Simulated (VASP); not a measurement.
An input for Quantum ESPRESSO's pw.x (written as the equivalent of a VASP run, and not itself run):

```
&CONTROL
  calculation = 'scf'
  pseudo_dir = './pseudo'
  outdir = './out'
  tprnfor = .true.
  tstress = .true.
/
&SYSTEM
  ibrav = 0
  nat = 5
  ntyp = 3
  ecutwfc = 84
  occupations = 'smearing'
  smearing = 'fermi-dirac'
  degauss = 0.003675
  input_dft = 'pbesol'
/
&ELECTRONS
  conv_thr = 7.3e-08
  electron_maxstep = 100
/
ATOMIC_SPECIES
  Ba 137.327 Ba.upf
  Mg 24.305 Mg.upf
  As 74.922 As.upf
CELL_PARAMETERS angstrom
     4.4031200    0.0000000    0.0000000
    -2.2015600    3.8132140    0.0000000
     0.0000000    0.0000000    7.6146590
ATOMIC_POSITIONS crystal
  Ba  -0.0038770 -0.0101150 -0.0047740
  Mg   0.6771280  0.3417800  0.3761850
  Mg   0.3342270  0.6661660  0.6260160
  As   0.6531690  0.3238920  0.7241610
  As   0.3393530  0.6782770  0.2784120
K_POINTS automatic
  4 4 2 0 0 0
```

Task: Translate this input to VASP (INCAR, KPOINTS, POSCAR, choice of POTCAR).

Result: This is not unique; one that fits is 
**KPOINTS**
```
Automatic mesh
0
Gamma
4 4 2
0 0 0
```

**POSCAR**
```
Ba(MgAs)2
1
    4.4031200000     0.0000000000     0.0000000000
   -2.2015600000     3.8132140000     0.0000000000
    0.0000000000     0.0000000000     7.6146590000
Ba Mg As
1 2 2
Direct
 -0.0038770000  -0.0101150000  -0.0047740000
  0.6771280000   0.3417800000   0.3761850000
  0.3342270000   0.6661660000   0.6260160000
  0.6531690000   0.3238920000   0.7241610000
  0.3393530000   0.6782770000   0.2784120000
```

### INCAR
```
ALGO=Normal
EDIFF=1E-6
ENCUT=300
GGA=PS
ISIF=2
ISMEAR=-1
LASPH=.TRUE.
LCHARG=.FALSE.
LMAXMIX=4
LREAL=.FALSE.
LWAVE=.FALSE.
NELM=100
PREC=Accurate
SIGMA=0.05
SYSTEM=Ba(MgAs)2
```

POTCAR, in this order: Ba_sv Mg As (PBE.64 set). Program: vasp_std.

The two are equivalent in intent, not identical: the potentials are each code's own (VASP's PAW set, PseudoDojo norm-conserving files in pw.x), so ENCUT and ecutwfc are chosen apart and not converted; conv_thr bounds pw.x's estimated SCF error, while EDIFF bounds the energy change between steps.

The structure comes from a computed database's BaMg2As2 entry; how it stands against other phases isn't given here. The cell was not relaxed at this level, atoms are displaced from their ideal sites, and its volume differs by -5.9 % from the start's.
